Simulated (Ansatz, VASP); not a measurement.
**Pb3O4 (Pb3O4 (P4_2/mbc)): VASP beside Ansatz**

Aim: how closely do two programs agree when they are given the same cell, functional and k mesh? Of the first pair: The structure shown is the start of the Ansatz relaxation below; VASP solves that cell, so the two are compared at the walk's first step.

Calculated with Ansatz 0.2.0; plane waves, with VASP 6.6.1 beside it; single point at PBEsol.

## (1) Starting point

The structure is tetragonal, space group P4_2/mbc (No. 135). Conventional cell: a = 8.894 Å, b = 8.894 Å, c = 6.646 Å, α = 90.00°, β = 90.00°, γ = 90.00°. Nearest to Pb lie 4 O at 2.23 to 2.78 Å. Pb has 6 O at 2.16 to 2.22 Å nearest. Nearest to O lie 4 Pb at 2.22 to 2.78 Å. O has 3 Pb at 2.16 to 2.23 Å nearest. Farther neighbours and most contacts between anions are not listed.

## (2) Ansatz: relaxation, PBEsol

Ansatz runs on its default PAW (the set named soft_2) files.

The two programs are compared at the cell with which this relaxation starts, whose forces are those of its first step.

The input, input.yaml:

```yaml
crystal:
  lattice:
    - [8.893994, 0.0, 0.0]
    - [0.0, 8.893994, 0.0]
    - [0.0, 0.0, 6.6459685]
  atoms:
    - { symbol: Pb, position: [0.16344892, 0.8555605, 0.5] }
    - { symbol: Pb, position: [0.8555605, 0.83655108, 0.0] }
    - { symbol: Pb, position: [0.1444395, 0.16344892, 0.0] }
    - { symbol: Pb, position: [0.33655108, 0.3555605, 0.5] }
    - { symbol: Pb, position: [0.6444395, 0.33655108, 0.0] }
    - { symbol: Pb, position: [0.0, 0.5, 0.75] }
    - { symbol: Pb, position: [0.5, 0.0, 0.25] }
    - { symbol: Pb, position: [0.3555605, 0.66344892, 0.0] }
    - { symbol: Pb, position: [0.0, 0.5, 0.25] }
    - { symbol: Pb, position: [0.83655108, 0.1444395, 0.5] }
    - { symbol: Pb, position: [0.66344892, 0.6444395, 0.5] }
    - { symbol: Pb, position: [0.5, 0.0, 0.75] }
    - { symbol: O, position: [0.86485536, 0.40572737, 0.5] }
    - { symbol: O, position: [0.17141806, 0.32858194, 0.75] }
    - { symbol: O, position: [0.90572737, 0.36485536, 0.0] }
    - { symbol: O, position: [0.67141806, 0.17141806, 0.25] }
    - { symbol: O, position: [0.32858194, 0.82858194, 0.25] }
    - { symbol: O, position: [0.13514464, 0.59427263, 0.5] }
    - { symbol: O, position: [0.59427263, 0.86485536, 0.0] }
    - { symbol: O, position: [0.17141806, 0.32858194, 0.25] }
    - { symbol: O, position: [0.36485536, 0.09427263, 0.5] }
    - { symbol: O, position: [0.82858194, 0.67141806, 0.75] }
    - { symbol: O, position: [0.32858194, 0.82858194, 0.75] }
    - { symbol: O, position: [0.09427263, 0.63514464, 0.0] }
    - { symbol: O, position: [0.40572737, 0.13514464, 0.0] }
    - { symbol: O, position: [0.82858194, 0.67141806, 0.25] }
    - { symbol: O, position: [0.67141806, 0.17141806, 0.75] }
    - { symbol: O, position: [0.63514464, 0.90572737, 0.5] }
basis:
  ecutwfc: 420
  xc_grid: 2
hamiltonian:
  xc: pbesol
kpoints:
  mp_grid: { grid: [3, 3, 4] }
scf:
  occupations: { method: fermi_dirac, width: 0.01 }
  max_iter: 150
output:
  forces: true
  stress: true
relax:
  f_tol: 0.01
  max_steps: 60
  cell: {}
checkpoint:
  write: "../pbesol.run"
  compress: false
  write_wavefunctions: false
  write_every: 100000
```

On the command line:

```console
$ ansatz run input.yaml --threads 4 --pin off --max-ram 5652MiB --backend cpu --events-out ev --progress --plain --runs-dir out
```

Numbers of over 12 decimals in the logs are rounded to 6 here.

The log of the run:

```text
Engine: ansatz 0.2.0, aarch64-unknown-linux-gnu
Pseudopotentials: kind: paw
Pseudopotential: Pb, paw, valence charge 14, recommended cutoff 420 eV (normal), Pb.paw.azcp
Pseudopotential: O, paw, valence charge 6, recommended cutoff 420 eV (normal), O.paw.azcp
Functional definition: PBEsol
  exchange = pbesol_x
  correlation = pbesol_c
Crystal: 28 atoms, lattice volume = 525.717 Å³
Basis set: ecut = 420 eV, 10247 PW (Γ), exchange–correlation on 120×120×90 points (8 copies of the dense FFT grid, shifted against one another)
Bands: 160, of which v1, the nominal top of the filled ones, is band 132 counted from 1 (131 counted from 0)
Symmetry: 16 space group operations
Space group: P42/mbc (ITA 135), of the structure as read, at distance tolerance 8.1e-5 Å
k-points: 9 of 36
Non-local potential: Pb, projectors of the file, l = 0: 2, l = 1: 2, l = 2: 2, l = 3: 2
Non-local potential: O, projectors of the file, l = 0: 2, l = 1: 2, l = 2: 1
PAW form: soft (Blöchl's): semilocal exchange-correlation on the pseudo side does not see the compensation charge
PAW frozen core: Pb, regenerated for the run's functional, and the local potential with it (the file was generated under x = pbe(κ = 0.804, μ = 0.219515), c = pbe(β = 0.066725))
PAW frozen core: O, regenerated for the run's functional, and the local potential with it (the file was generated under x = pbe(κ = 0.804, μ = 0.219515), c = pbe(β = 0.066725))
PAW one-centre angular grid: Pb, 590 points (default); XC on 64 Gauss nodes
PAW one-centre angular grid: O, 110 points (default); XC on 64 Gauss nodes
Initial density: superposition of atomic densities (neutral atoms: chi_scale 0, normalization atom), corrected by the library's trained network
Initial wavefunctions: pseudopotential atomic-orbital guess
Functional: x = pbesol(κ = 0.804, μ = 0.123457), c = pbesol(β = 0.046)
SCF iter   1: F=—  HF=-150021.420154 eV  |F-HF|=—  |Δ(HF+E_count)|=         —  Δρ=1.38e-2  dr2=8.75e-1  ethr=1.77e-3  ⟨swp⟩=6.9  Hψ=6785  notcnv=0  defer=28
preconditioner: auto → Resta (q_TF=auto, 2.432 Å⁻¹)  ε∞=4.0  [insulator: Δε(μ)=1.161 eV  Ē_g=15.203 eV  σ=0.010 eV  W_gap=1.00  n_scr=136 (ndim 8)  ℏωp=26.3 eV  f_vac=0.091  D(μ)=0.00/eV (n_scr^D=0)  ε∞_Penn≈4.0]
SCF iter   2: F=—  HF=-150021.230304 eV  |F-HF|=—  |Δ(HF+E_count)|=   1.90e-1  Δρ=4.41e-3  dr2=7.57e-2  ethr=3.31e-4  ⟨swp⟩=2.9  Hψ=2447  notcnv=0  defer=206
SCF iter   3: F=—  HF=-150021.214864 eV  |F-HF|=—  |Δ(HF+E_count)|=   1.54e-2  Δρ=1.24e-3  dr2=7.25e-3  ethr=2.87e-5  ⟨swp⟩=2.6  Hψ=2037  notcnv=0  defer=206
SCF iter   4: F=—  HF=-150021.214535 eV  |F-HF|=—  |Δ(HF+E_count)|=   3.30e-4  Δρ=5.80e-4  dr2=1.72e-3  ethr=2.75e-6  ⟨swp⟩=2.0  Hψ=2324  notcnv=0  defer=206
SCF iter   5: F=—  HF=-150021.214446 eV  |F-HF|=—  |Δ(HF+E_count)|=   8.89e-5  Δρ=2.94e-4  dr2=4.59e-4  ethr=6.53e-7  ⟨swp⟩=2.1  Hψ=2367  notcnv=0  defer=206
SCF iter   6: F=—  HF=-150021.214455 eV  |F-HF|=—  |Δ(HF+E_count)|=   9.54e-6  Δρ=1.05e-4  dr2=6.21e-5  ethr=1.74e-7  ⟨swp⟩=2.0  Hψ=1530  notcnv=0  defer=206
SCF iter   7: F=—  HF=-150021.214159 eV  |F-HF|=—  |Δ(HF+E_count)|=   2.96e-4  Δρ=2.61e-5  dr2=4.48e-6  ethr=2.35e-8  ⟨swp⟩=2.0  Hψ=1645  notcnv=0  defer=206
SCF iter   8: F=-150021.214161 eV  HF=-150021.214161 eV  |F-HF|=5.39e-8  |Δ(HF+E_count)|=   1.54e-6  Δρ=3.59e-6  dr2=8.74e-8  ethr=3.79e-11  ⟨swp⟩=4.0  Hψ=5975  notcnv=0
SCF 1 converged in 8 iterations: F = -150021.214161 eV  dr2 = 8.74e-8
  greatest PAW one-centre occupation: 0.988 electrons in one spin orbital (limit 2), on the Pb atom at site 8 (counted from 0), in its partial waves of l = 2
relax step   1: F+E_penalty+E_count = -150021.21416096 eV  Δ(F+E_penalty+E_count) = +0.000e0 eV  max|allowed force component| = 1.064e-1 eV/Å  Δτ_max = 0.0000 Å  P = -0.528 GPa  Ω = 525.717 Å³  (8 SCF iters, dr2 threshold 1.00e-7 eV, accepted)
[...]
relax step   4: F+E_penalty+E_count = -150021.24056984 eV  Δ(F+E_penalty+E_count) = -4.231e-4 eV  max|allowed force component| = 1.238e-2 eV/Å  Δτ_max = 0.0053 Å  P = -0.018 GPa  Ω = 521.354 Å³  energy of the carried Pulay correction = +1.085e-2 eV  (7 SCF iters, dr2 threshold 4.35e-8 eV, accepted)
[...]
relax step   5: F+E_penalty+E_count = -150021.24184213 eV  Δ(F+E_penalty+E_count) = -1.272e-3 eV  max|allowed force component| = 4.296e-3 eV/Å  Δτ_max = 0.0022 Å  P = +0.007 GPa  Ω = 520.933 Å³  energy of the carried Pulay correction = +1.190e-2 eV  (7 SCF iters, dr2 threshold 1.65e-8 eV, accepted)
[...]
relax step   6: F+E_penalty+E_count = -150021.23084172 eV  Δ(F+E_penalty+E_count) = +1.100e-2 eV  max|allowed force component| = 4.261e-3 eV/Å  Δτ_max = 0.0000 Å  P = -0.031 GPa  Ω = 520.933 Å³  stress off target by 3.73e-2 GPa  SCF on the basis re-selected at this cell (its energy is not comparable with the rows above)  (6 SCF iters)
basis re-selected at this cell: Δ(F+E_penalty+E_count) = +1.100e-2 eV, ΔP = -0.038 GPa vs the last step (what re-selecting the basis moved, of the pressure what is left beyond the Pulay correction that the steps carried, after the strain that the cell walked since its last selection, with what the two solves' SCF thresholds leave and, on support functions, any second-order correction that the steps lacked; it is no m [...]
SCF converged after 6 iterations
Free energy (F): -150021.230842 eV
Harris-Foulkes:  -150021.230842 eV  (|F-HF|=1.75e-10)
Internal energy: -150021.230842 eV  (E = F + TS)
E sigma→0 (E₀):  -150021.230842 eV
Fermi energy:    7.762991 eV
--- Per-component energies (eV) ---
  E_band       = -844.743231
  E_kinetic    = 6255.335736
  E_local      = -21676.618028  (includes V_loc(G=0)·N_el)
  E_nonlocal   = 5026.476666
  E_hartree    = 8636.480408
  E_xc         = -3771.185629
  E_vxc        = -3061.672244  (∫ρ·V_xc dr)
  E_paw        = -125547.795143  (= ΣΔE_a)
  E_vpaw       = -4661.264835  (= ΣTr[D̂ρ^β])
  E_aug_tail   = 0.038517  (compensation charges beyond the density's cutoff)
  E_ewald      = -18945.273375
  E_core_change = 1.310006  (= ΣΔE_core)
  E_smearing   = -0.000000  (= −TS)
  E_closure    = -0.000000  (closes the sum)
  Σ components = -150021.230842   (vs F -150021.230842, Δ=0.00e0)
--- Forces (eV/Å), atoms counted from 1 ---
  atom   1  Pb     0.00426072    -0.00007130     0.00000000
  atom   2  Pb    -0.00007130    -0.00426072     0.00000000
  atom   3  Pb     0.00007130     0.00426072     0.00000000
  atom   4  Pb    -0.00426072    -0.00007130     0.00000000
  atom   5  Pb     0.00007130    -0.00426072     0.00000000
  atom   6  Pb     0.00000000    -0.00000000     0.00000000
  atom   7  Pb     0.00000000     0.00000000     0.00000000
  atom   8  Pb    -0.00007130     0.00426072     0.00000000
  atom   9  Pb     0.00000000    -0.00000000     0.00000000
  atom  10  Pb    -0.00426072     0.00007130     0.00000000
  atom  11  Pb     0.00426072     0.00007130     0.00000000
  atom  12  Pb     0.00000000     0.00000000     0.00000000
  atom  13  O     -0.00178505    -0.00211430     0.00000000
  atom  14  O      0.00404775    -0.00404775    -0.00000000
  atom  15  O     -0.00211430    -0.00178505     0.00000000
  atom  16  O      0.00404775     0.00404775    -0.00000000
  atom  17  O     -0.00404775    -0.00404775    -0.00000000
  atom  18  O      0.00178505     0.00211430     0.00000000
  atom  19  O      0.00211430    -0.00178505     0.00000000
  atom  20  O      0.00404775    -0.00404775     0.00000000
  atom  21  O     -0.00178505     0.00211430     0.00000000
  atom  22  O     -0.00404775     0.00404775    -0.00000000
  atom  23  O     -0.00404775    -0.00404775     0.00000000
  atom  24  O      0.00211430     0.00178505     0.00000000
  atom  25  O     -0.00211430     0.00178505     0.00000000
  atom  26  O     -0.00404775     0.00404775     0.00000000
  atom  27  O      0.00404775     0.00404775    -0.00000000
  atom  28  O      0.00178505    -0.00211430     0.00000000
  max |Σ_I F_I| component: 3.47e-18 eV/Å
--- Stress (GPa, compression-positive) ---
       -0.037313       0.000000       0.000000
        0.000000      -0.037313       0.000000
        0.000000       0.000000      -0.018994
  P = ⅓ Tr σ = -0.0312 GPa (-0.312 kbar)
--- Relaxed structure (5 steps of the walk, 5 accepted, 1 SCFs on fresh bases) ---
  F+E_penalty+E_count = -150021.23084172 eV   max|allowed force component| = 4.261e-3 eV/Å   (the final SCF, on the basis selected at the relaxed cell)
  cell:  # Å, volume = 520.9332 Å³
    - [8.838024, 0, 0.0]
    - [0, 8.838024, 0.0]
    - [0.0, 0.0, 6.669169]
  atoms:
    - { symbol: Pb, position: [0.163699, 0.856650, 0.5] }
    - { symbol: Pb, position: [0.856650, 0.836301, 0] }
    - { symbol: Pb, position: [0.143350, 0.163699, 0] }
    - { symbol: Pb, position: [0.336301, 0.356650, 0.5] }
    - { symbol: Pb, position: [0.643350, 0.336301, 0] }
    - { symbol: Pb, position: [0, 0.5, 0.75] }
    - { symbol: Pb, position: [0.5, 0, 0.25] }
    - { symbol: Pb, position: [0.356650, 0.663699, 0] }
    - { symbol: Pb, position: [0, 0.5, 0.25] }
    - { symbol: Pb, position: [0.836301, 0.143350, 0.5] }
    - { symbol: Pb, position: [0.663699, 0.643350, 0.5] }
    - { symbol: Pb, position: [0.5, 0, 0.75] }
    - { symbol: O, position: [0.863042, 0.407016, 0.5] }
    - { symbol: O, position: [0.172068, 0.327932, 0.75] }
    - { symbol: O, position: [0.907016, 0.363042, 0] }
    - { symbol: O, position: [0.672068, 0.172068, 0.25] }
    - { symbol: O, position: [0.327932, 0.827932, 0.25] }
    - { symbol: O, position: [0.136958, 0.592984, 0.5] }
    - { symbol: O, position: [0.592984, 0.863042, 0] }
    - { symbol: O, position: [0.172068, 0.327932, 0.25] }
    - { symbol: O, position: [0.363042, 0.092984, 0.5] }
    - { symbol: O, position: [0.827932, 0.672068, 0.75] }
    - { symbol: O, position: [0.327932, 0.827932, 0.75] }
    - { symbol: O, position: [0.092984, 0.636958, 0] }
    - { symbol: O, position: [0.407016, 0.136958, 0] }
    - { symbol: O, position: [0.827932, 0.672068, 0.25] }
    - { symbol: O, position: [0.672068, 0.172068, 0.75] }
    - { symbol: O, position: [0.636958, 0.907016, 0.5] }
```

[end of part 1 of 3]

[Lines on the potential files, build, host, timing and source positions are cut from VASP's logs without a mark.]

[Logs are printed without paths, hosts, clocks, repeated set-up lines and the standing remarks that a program may print on its own settings, such as how far it seeks lower states.]

[Hosts, paths, dates, database ids (printed as entryN), source tags and the programs' standing remarks are cut or masked in the printed files.]
